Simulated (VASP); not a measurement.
Output of a VASP run:

**OUTCAR**
```
 ion  position               nearest neighbor table
   1  0.333  0.667  0.411-   3 3.08   3 3.08   3 3.08   4 3.28   4 3.28   4 3.28
   2  0.000  0.000  0.589-   5 3.08   5 3.08   5 3.08   4 3.28   4 3.28   4 3.28
   3  0.000  0.000  0.336-   1 3.08   1 3.08   1 3.08
   4  0.667  0.333  0.500-   1 3.28   2 3.28   1 3.28   2 3.28   2 3.28   1 3.28
   5  0.333  0.667  0.664-   2 3.08   2 3.08   2 3.08
  LATTYP: Found a hexagonal cell.
 ALAT       =     4.4243555476
 C/A-ratio  =     5.2075365828
 Subroutine PRICEL returns:
 Original cell was already a primitive cell.
 Subroutine GETGRP returns: Found 12 space group operations
The static configuration has the point symmetry C_3v.
 The point group associated with its full space group is D_3d.
The dynamic configuration has the point symmetry C_3v.
 Subroutine INISYM returns: Found 12 space group operations
 Subroutine IBZKPT returns following result:
 Found      5 irreducible k-points:

 Following reciprocal coordinates:
            Coordinates               Weight
  0.000000  0.000000  0.000000      1.000000
  0.200000  0.000000  0.000000      6.000000
  0.400000  0.000000  0.000000      6.000000
  0.200000  0.200000  0.000000      6.000000
  0.400000  0.200000  0.000000      6.000000
   k-points           NKPTS =      5   k-points in BZ     NKDIM =      5   number of bands    NBANDS=     28
   number of dos      NEDOS =    301   number of ions     NIONS =      5
   total plane-waves  NPLWV = 135000
   dimension x,y,z NGX =    30 NGY =   30 NGZ =  150
   dimension x,y,z NGXF=    60 NGYF=   60 NGZF=  300
   ions per type =               2   3
   PREC   = accura    normal or accurate (medium, high low for compatibility)
   ISTART =      0    job   : 0-new  1-cont  2-samecut
   ICHARG =      2    charge: 1-file 2-atom 10-const
   ISPIN  =      1    spin polarized calculation?
   LNONCOLLINEAR =      F non collinear calculations
   LSORBIT =      F    spin-orbit coupling
   INIWAV =      1    electr: 0-lowe 1-rand  2-diag
   ENCUT  =  400.0 eV  29.40 Ry    5.42 a.u.   7.22  7.22 37.57*2*pi/ulx,y,z
   NELM   =    100;   NELMIN=  2; NELMDL= -5     # of ELM steps
   EDIFF  = 0.1E-05   stopping-criterion for ELM
   LREAL  =      F    real-space projection
   NLSPLINE    = F    spline interpolate recip. space projectors
   LMAXMIX     =    4 max onsite mixed and CHGCAR
   VOSKOWN=      0    Vosko Wilk Nusair interpolation
   EDIFFG = 0.1E-04   stopping-criterion for IOM
   NSW    =      0    number of steps for IOM
   NBLOCK =      1;   KBLOCK =      1    inner block; outer block
   IBRION =     -1    ionic relax: 0-MD 1-quasi-New 2-CG
   NFREE  =      0    steps in history (QN), initial steepest desc. (CG)
   ISIF   =      2    stress and relaxation
   ISYM   =      2    0-nonsym 1-usesym 2-fastsym
   TEIN   =    0.0    initial temperature
   TEBEG  =    0.0;   TEEND  =   0.0 temperature during run
   SMASS  =  -3.00    Nose mass-parameter (am)
   PSTRESS=    0.0 pullay stress
   NELECT =      48.0000    total number of electrons
   EFERMI =   0.00;   METHOD = LEGACY
   ISMEAR =     0;   SIGMA  =   0.05  broadening in eV -4-tet -1-fermi 0-gaus
   IALGO  =     38    algorithm
   LDIAG  =      T    sub-space diagonalisation (order eigenvalues)
   IMIX   =      4    mixing-type and parameters
     AMIX     =   0.40;   BMIX     =  1.00
     AMIX_MAG =   1.60;   BMIX_MAG =  1.00
     AMIN     =   0.10
   GGA     = PE    functional components
   VOSKOWN =     0    Vosko Wilk Nusair interpolation
   LHFCALC =     F    Hartree Fock is set to
   LHFONE  =     F    Hartree Fock one center treatment
   AEXX    =    0.0000 exact exchange contribution
   IVDW    =     0    specifies the selected vdW correction
   LEPSILON=     F    determine dielectric tensor
   LRPA    =     F    only Hartree local field effects (RPA)
  energy-cutoff  :      400.00
  volume of cell :      390.58
      direct lattice vectors                 reciprocal lattice vectors
     4.424355548  0.000000000  0.000000000     0.226021618  0.130493653  0.000000000
    -2.212177774  3.831603965  0.000000000     0.000000000  0.260987307  0.000000000
     0.000000000  0.000000000 23.039993369     0.000000000  0.000000000  0.043402790
...
```

### OSZICAR
```
       N       E                     dE             d eps       ncg     rms          rms(c)
DAV:   1     0.352510233686E+03    0.35251E+03   -0.18533E+04   352   0.115E+03
DAV:   2     0.152528228651E+02   -0.33726E+03   -0.33208E+03   340   0.303E+02
DAV:   3    -0.172828936004E+02   -0.32536E+02   -0.32040E+02   348   0.112E+02
DAV:   4    -0.186617434865E+02   -0.13788E+01   -0.13680E+01   356   0.237E+01
DAV:   5    -0.187103439015E+02   -0.48600E-01   -0.48537E-01   396   0.451E+00    0.617E+00
DAV:   6    -0.183528627641E+02    0.35748E+00   -0.89332E-01   320   0.583E+00    0.481E+00
DAV:   7    -0.183592181092E+02   -0.63553E-02   -0.40405E-01   400   0.278E+00    0.141E+00
DAV:   8    -0.183635923903E+02   -0.43743E-02   -0.47499E-02   316   0.113E+00    0.695E-01
DAV:   9    -0.183616968124E+02    0.18956E-02   -0.98800E-03   356   0.592E-01    0.430E-01
DAV:  10    -0.183622857890E+02   -0.58898E-03   -0.43999E-03   332   0.405E-01    0.160E-01
DAV:  11    -0.183621902707E+02    0.95518E-04   -0.59934E-04   356   0.159E-01    0.856E-02
DAV:  12    -0.183622032388E+02   -0.12968E-04   -0.11730E-04   352   0.542E-02    0.626E-02
DAV:  13    -0.183622326353E+02   -0.29396E-04   -0.74323E-05   316   0.383E-02    0.477E-02
DAV:  14    -0.183622335049E+02   -0.86958E-06   -0.12190E-05   328   0.182E-02    0.149E-02
DAV:  15    -0.183622380943E+02   -0.45894E-05   -0.12345E-06   196   0.553E-03    0.879E-03
DAV:  16    -0.183622618721E+02   -0.23778E-04   -0.39778E-06   244   0.610E-03    0.483E-03
DAV:  17    -0.183622723746E+02   -0.10503E-04   -0.14890E-06   232   0.381E-03    0.622E-03
DAV:  18    -0.183622827086E+02   -0.10334E-04   -0.60600E-07   208   0.293E-03    0.285E-03
DAV:  19    -0.183622860830E+02   -0.33744E-05   -0.10190E-07   188   0.170E-03    0.901E-04
DAV:  20    -0.183622900511E+02   -0.39681E-05   -0.99872E-08   180   0.116E-03    0.410E-04
DAV:  21    -0.183622930591E+02   -0.30080E-05   -0.67970E-08   188   0.122E-03    0.620E-04
DAV:  22    -0.183622938431E+02   -0.78399E-06   -0.19583E-08   176   0.723E-04
   1 F= -.18362294E+02 E0= -.18362294E+02  d E =-.110763E-18
```

### OUTCAR
```
------------------------ aborting loop because EDIFF is reached ----------------------------------------
  FORCE on cell =-STRESS in cart. coord.  units (eV):
  Direction    XX          YY          ZZ          XY          YZ          ZX
  --------------------------------------------------------------------------------------
  Total       -0.0044713     -0.0044713      0.0725856     -0.0000000      0.0000000     -0.0000000
  in kB       -0.0183413     -0.0183413      0.2977476     -0.0000000      0.0000000     -0.0000000
  external PRESSURE =       0.0870217 kB  Pullay stress =       0.0000000 kB
  volume of cell :      390.58
      direct lattice vectors                 reciprocal lattice vectors
     4.424355548  0.000000000  0.000000000     0.226021618  0.130493653  0.000000000
    -2.212177774  3.831603965  0.000000000     0.000000000  0.260987307  0.000000000
     0.000000000  0.000000000 23.039993369     0.000000000  0.000000000  0.043402790
 POSITION                                       TOTAL-FORCE (eV/Angst)
 -----------------------------------------------------------------------------------
     -0.00000      2.55440      9.46697         0.000000      0.000000     -0.012148
      0.00000      0.00000     13.57303         0.000000     -0.000000      0.012148
      0.00000      0.00000      7.74234         0.000000     -0.000000     -0.012826
      2.21218      1.27720     11.52000        -0.000000     -0.000000      0.000000
     -0.00000      2.55440     15.29766        -0.000000      0.000000      0.012826
 -----------------------------------------------------------------------------------
    total drift:                                0.002362     -0.001364      0.000708
  FREE ENERGIE OF THE ION-ELECTRON SYSTEM (eV)
  ---------------------------------------------------
  free  energy   TOTEN  =       -18.3622938431 eV

  energy  without entropy=      -18.3622938431  energy(sigma->0) =      -18.36229384
```
(Selected blocks of OUTCAR.)

**POSCAR**
```
Bi2Te3
1
    4.4243555476    -0.0000000000     0.0000000000
   -2.2121777738     3.8316039645     0.0000000000
    0.0000000000    -0.0000000000    23.0399933693
Bi Te
2 3
Direct
  0.3333330000   0.6666670000   0.4108928317
  0.0000000000   0.0000000000   0.5891071683
  0.0000000000   1.0000000000   0.3360389873
  0.6666670000   0.3333330000   0.5000000000
  0.3333330000   0.6666670000   0.6639610127
```

Q: Reconstruct the remaining input files.

A: Several could match; the one computed here: the input of the run itself, PBE GGA, plane waves, VASP's PBE PAW potentials (set 64).

### KPOINTS
```
Automatic mesh
0
Gamma
5 5 1
0 0 0
```

**INCAR**
```
# general
SYSTEM  = Bi2Te3
PREC    = Accurate
ENCUT   = 400
LREAL   = .False.
LASPH   = .True.

# electronic loop
EDIFF   = 1E-6
NELM    = 100
ALGO    = Normal
LMAXMIX = 4

# smearing
ISMEAR  = 0
SIGMA   = 0.05

# functional
GGA     = PE

# output
LWAVE   = .False.
LCHARG  = .True.
```

POTCAR, in this order: Bi_d Te (PBE.64 set). Program: vasp_std.

The cell holds a wide vacuum, so values per volume refer to the whole cell.

The cell is a sheet with vacuum, built from a generated structure.
